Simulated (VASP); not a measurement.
Consider the following.

```
CELL_PARAMETERS angstrom
      1.75667    -3.04265     0.00000
      1.75667     3.04265     0.00000
      0.00000     0.00000     5.48442
ATOMIC_POSITIONS crystal
  Lu 0.33333 0.66667 0.25000
  Lu 0.66667 0.33333 0.75000
```

Method: PBE GGA, VASP's PBE PAW potentials (set 64) (plane waves; VASP 6.6.1). Run with 480 eV cut-off, 12×12×6 Γ-centred mesh, first-order Methfessel-Paxton smearing of 0.10 eV, potentials Lu_3.

Each relaxation starts from this cell; other phases were not tried.

Task: The cell is relaxed at 1 GPa. What happens?

Result: The volume per atom goes from 29.31 to 28.76 Å³ (-1.9 %), and the cell becomes a = 3.496 Å, b = 3.496 Å, c = 5.433 Å, α = 90.00°, β = 90.00°, γ = 120.00°, space group P6_3/mmc.

Task: The cell is relaxed at 10 GPa. What happens?

Result: The volume per atom goes from 29.31 to 25.00 Å³ (-14.7 %), and the cell becomes a = 3.3406 Å, b = 3.3406 Å, c = 5.1730 Å, α = 90.00°, β = 90.00°, γ = 120.00°, space group P6_3/mmc.

Failed runs are left out, and for metals the shear rows, which the mesh's noise covers.

The compound is Lu in the hcp structure.
